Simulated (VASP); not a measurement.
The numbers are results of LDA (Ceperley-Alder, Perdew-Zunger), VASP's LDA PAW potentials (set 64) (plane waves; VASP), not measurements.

VASP ran on this input.

File KPOINTS:
```
Regular mesh
0
G
 4 4 1
0 0 0
```

File POSCAR:
```
CoGe
1
    3.6136130000     0.0000000000     0.0000000000
   -1.8068070000     3.1294810000     0.0000000000
    0.0000000000     0.0000000000    17.7774000000
Co Ge
2 2
Direct
  0.0000000000   0.0000000000   0.6062420000
  0.0000000000   0.0000000000   0.4645840000
  0.3333330000   0.6666670000   0.3937580000
  0.6666670000   0.3333330000   0.5354100000
```

### INCAR
```
ALGO  =  Normal   ! blocked Davidson
ISIF  =  2   ! forces and stress, cell fixed
MAGMOM  =  3.0 3.0 0.0 0.0
LMAXMIX  =  4   ! l cut-off of mixed one-centre charges
LASPH  =  .TRUE.   ! aspherical one-centre terms
ENCUT  =  300
ISMEAR  =  0   ! Gaussian
SYSTEM  =  CoGe
LCHARG  =  .FALSE.
LWAVE  =  .FALSE.
LORBIT  =  11
SIGMA  =  0.136
EDIFF  =  1E-6   ! SCF stop (eV)
PREC  =  Accurate
LREAL  =  .FALSE.   ! projection in real space or not
NELM  =  100
ISPIN  =  2   ! spin-polarised
```

POTCAR, in this order: Co Ge_d (LDA.64 set). Program: vasp_std.

The run wrote:

**OUTCAR**
```
 ion  position               nearest neighbor table
   1  0.000  0.000  0.606-   4 2.44   4 2.44   4 2.44   2 2.52
   2  0.000  0.000  0.465-   4 2.44   3 2.44   4 2.44   3 2.44   4 2.44   3 2.44   1 2.52
   3  0.333  0.667  0.394-   2 2.44   2 2.44   2 2.44
   4  0.667  0.333  0.535-   2 2.44   2 2.44   2 2.44   1 2.44   1 2.44   1 2.44
  LATTYP: Found a hexagonal cell.
 ALAT       =     3.6136130000
 C/A-ratio  =     4.9195638825
 Subroutine PRICEL returns:
 Original cell was already a primitive cell.
 Subroutine GETGRP returns: Found  6 space group operations
The static configuration has the point symmetry C_3v.
The dynamic configuration has the point symmetry C_3v.
The overall configuration has the point symmetry C_3v.
 Subroutine INISYM returns: Found  6 space group operations
 Subroutine IBZKPT returns following result:
 Found      4 irreducible k-points:

 Following reciprocal coordinates:
            Coordinates               Weight
  0.000000  0.000000  0.000000      1.000000
  0.250000  0.000000  0.000000      6.000000
  0.500000  0.000000  0.000000      3.000000
  0.250000  0.250000  0.000000      6.000000
   k-points           NKPTS =      4   k-points in BZ     NKDIM =      4   number of bands    NBANDS=     30
   number of dos      NEDOS =    301   number of ions     NIONS =      4
   total plane-waves  NPLWV =  40000
   dimension x,y,z NGX =    20 NGY =   20 NGZ =  100
   dimension x,y,z NGXF=    40 NGYF=   40 NGZF=  200
   ions per type =               2   2
   PREC   = accura    normal or accurate (medium, high low for compatibility)
   ISTART =      0    job   : 0-new  1-cont  2-samecut
   ICHARG =      2    charge: 1-file 2-atom 10-const
   ISPIN  =      2    spin polarized calculation?
   LNONCOLLINEAR =      F non collinear calculations
   LSORBIT =      F    spin-orbit coupling
   INIWAV =      1    electr: 0-lowe 1-rand  2-diag
   ENCUT  =  300.0 eV  22.05 Ry    4.70 a.u.   5.10  5.10 25.11*2*pi/ulx,y,z
   NELM   =    100;   NELMIN=  2; NELMDL= -5     # of ELM steps
   EDIFF  = 0.1E-05   stopping-criterion for ELM
   LREAL  =      F    real-space projection
   NLSPLINE    = F    spline interpolate recip. space projectors
   LMAXMIX     =    4 max onsite mixed and CHGCAR
   VOSKOWN=      0    Vosko Wilk Nusair interpolation
   EDIFFG = 0.1E-04   stopping-criterion for IOM
   NSW    =      0    number of steps for IOM
   NBLOCK =      1;   KBLOCK =      1    inner block; outer block
   IBRION =     -1    ionic relax: 0-MD 1-quasi-New 2-CG
   NFREE  =      0    steps in history (QN), initial steepest desc. (CG)
   ISIF   =      2    stress and relaxation
   ISYM   =      2    0-nonsym 1-usesym 2-fastsym
   TEIN   =    0.0    initial temperature
   TEBEG  =    0.0;   TEEND  =   0.0 temperature during run
   SMASS  =  -3.00    Nose mass-parameter (am)
   PSTRESS=    0.0 pullay stress
   NELECT =      46.0000    total number of electrons
   EFERMI =   0.00;   METHOD = LEGACY
   ISMEAR =     0;   SIGMA  =   0.14  broadening in eV -4-tet -1-fermi 0-gaus
   IALGO  =     38    algorithm
   LDIAG  =      T    sub-space diagonalisation (order eigenvalues)
   IMIX   =      4    mixing-type and parameters
     AMIX     =   0.40;   BMIX     =  1.00
     AMIX_MAG =   1.60;   BMIX_MAG =  1.00
     AMIN     =   0.10
   GGA     = CA    functional components
   VOSKOWN =     0    Vosko Wilk Nusair interpolation
   LHFCALC =     F    Hartree Fock is set to
   LHFONE  =     F    Hartree Fock one center treatment
   AEXX    =    0.0000 exact exchange contribution
   IVDW    =     0    specifies the selected vdW correction
   LEPSILON=     F    determine dielectric tensor
   LRPA    =     F    only Hartree local field effects (RPA)
  energy-cutoff  :      300.00
  volume of cell :      201.04
      direct lattice vectors                 reciprocal lattice vectors
...
```

OSZICAR:
```
       N       E                     dE             d eps       ncg     rms          rms(c)
DAV:   1     0.314155864125E+03    0.31416E+03   -0.18001E+04   586   0.174E+03
DAV:   2     0.181893479569E+02   -0.29597E+03   -0.28683E+03   504   0.469E+02
DAV:   3    -0.247610046241E+02   -0.42950E+02   -0.42345E+02   632   0.151E+02
DAV:   4    -0.263032312624E+02   -0.15422E+01   -0.15401E+01   534   0.338E+01
DAV:   5    -0.263777443504E+02   -0.74513E-01   -0.74511E-01   672   0.642E+00    0.189E+01
DAV:   6    -0.473616027988E+02   -0.20984E+02   -0.21544E+02   596   0.132E+02    0.497E+01
DAV:   7    -0.306651411357E+02    0.16696E+02   -0.30899E+01   534   0.568E+01    0.260E+01
DAV:   8    -0.253460626886E+02    0.53191E+01   -0.22104E+01   552   0.457E+01    0.224E+01
DAV:   9    -0.238906517581E+02    0.14554E+01   -0.29704E+01   806   0.423E+01    0.146E+01
DAV:  10    -0.230313604191E+02    0.85929E+00   -0.31765E+00   666   0.192E+01    0.463E+00
DAV:  11    -0.231018719016E+02   -0.70511E-01   -0.39913E-01   634   0.476E+00    0.529E+00
DAV:  12    -0.231461635580E+02   -0.44292E-01   -0.11283E-01   556   0.389E+00    0.387E+00
DAV:  13    -0.233413577461E+02   -0.19519E+00   -0.24860E-01   624   0.387E+00    0.218E+00
DAV:  14    -0.234884611841E+02   -0.14710E+00   -0.90729E-02   620   0.211E+00    0.280E+00
DAV:  15    -0.235755616886E+02   -0.87101E-01   -0.15275E-01   616   0.372E+00    0.111E+00
DAV:  16    -0.236161809885E+02   -0.40619E-01   -0.56061E-02   612   0.236E+00    0.133E+00
DAV:  17    -0.236354120658E+02   -0.19231E-01   -0.28134E-02   604   0.138E+00    0.283E-01
DAV:  18    -0.236396669570E+02   -0.42549E-02   -0.41168E-03   532   0.507E-01    0.259E-01
DAV:  19    -0.236403564485E+02   -0.68949E-03   -0.48762E-04   560   0.195E-01    0.169E-01
DAV:  20    -0.236408805709E+02   -0.52412E-03   -0.15414E-04   550   0.115E-01    0.107E-01
DAV:  21    -0.236414218453E+02   -0.54127E-03   -0.68940E-05   566   0.754E-02    0.856E-02
DAV:  22    -0.236416587752E+02   -0.23693E-03   -0.29403E-05   498   0.498E-02    0.466E-02
DAV:  23    -0.236420058400E+02   -0.34706E-03   -0.32609E-05   516   0.509E-02    0.124E-02
DAV:  24    -0.236421781906E+02   -0.17235E-03   -0.18630E-05   514   0.348E-02    0.265E-02
DAV:  25    -0.236422457514E+02   -0.67561E-04   -0.60428E-06   464   0.188E-02    0.192E-02
DAV:  26    -0.236422740395E+02   -0.28288E-04   -0.16306E-06   398   0.839E-03    0.140E-02
DAV:  27    -0.236422850515E+02   -0.11012E-04   -0.22243E-06   390   0.113E-02    0.326E-03
DAV:  28    -0.236422932097E+02   -0.81581E-05   -0.85368E-07   370   0.604E-03    0.184E-03
DAV:  29    -0.236422966578E+02   -0.34482E-05   -0.25944E-07   364   0.385E-03    0.134E-03
DAV:  30    -0.236422974179E+02   -0.76004E-06   -0.48066E-08   324   0.194E-03
   1 F= -.23642297E+02 E0= -.23616547E+02  d E =-.515001E-01  mag=     1.2737
```

### OUTCAR
```
------------------------ aborting loop because EDIFF is reached ----------------------------------------
  FORCE on cell =-STRESS in cart. coord.  units (eV):
  Direction    XX          YY          ZZ          XY          YZ          ZX
  --------------------------------------------------------------------------------------
  Total       -7.6049341     -7.6049358     -5.8525375      0.0000012      0.0000000      0.0000000
  in kB      -60.6071463    -60.6071595    -46.6415084      0.0000097      0.0000000      0.0000000
  external PRESSURE =     -55.9519381 kB  Pullay stress =       0.0000000 kB
  volume of cell :      201.04
      direct lattice vectors                 reciprocal lattice vectors
     3.613613000  0.000000000  0.000000000     0.276731349  0.159770946  0.000000000
    -1.806807000  3.129481000  0.000000000     0.000000000  0.319541803  0.000000000
     0.000000000  0.000000000 17.777400000     0.000000000  0.000000000  0.056251195
 POSITION                                       TOTAL-FORCE (eV/Angst)
 -----------------------------------------------------------------------------------
      0.00000      0.00000     10.77741         0.000000     -0.000000     -1.653032
      0.00000      0.00000      8.25910         0.000000     -0.000000     -0.925529
     -0.00000      2.08632      6.99999        -0.000000      0.000000      1.786911
      1.80681      1.04316      9.51820        -0.000000      0.000000      0.791650
 -----------------------------------------------------------------------------------
    total drift:                                0.000154     -0.000089      0.002683
  FREE ENERGIE OF THE ION-ELECTRON SYSTEM (eV)
  ---------------------------------------------------
  free  energy   TOTEN  =       -23.6422974179 eV

  energy  without entropy=      -23.5907972691  energy(sigma->0) =      -23.61654734

 total charge

# of ion       s       p       d       tot
------------------------------------------
    1        0.367   0.228   7.401   7.996
    2        0.461   0.405   7.475   8.341
    3        1.243   0.952  10.014  12.208
    4        1.143   1.176  10.067  12.385
--------------------------------------------------
tot          3.213   2.761  34.957  40.931

 magnetization (x)

# of ion       s       p       d       tot
------------------------------------------
    1        0.020   0.006   1.020   1.046
    2        0.003  -0.010   0.229   0.222
    3        0.007  -0.004  -0.001   0.002
    4       -0.003  -0.043  -0.004  -0.050
--------------------------------------------------
tot          0.026  -0.051   1.245   1.220
```
(Selected blocks of OUTCAR.)

At this cut-off the stress carries a Pulay error, which pulls relaxed volumes low. The cell holds a wide vacuum, so values per volume refer to the whole cell.

The cell is a sheet with vacuum, built from a generated structure.
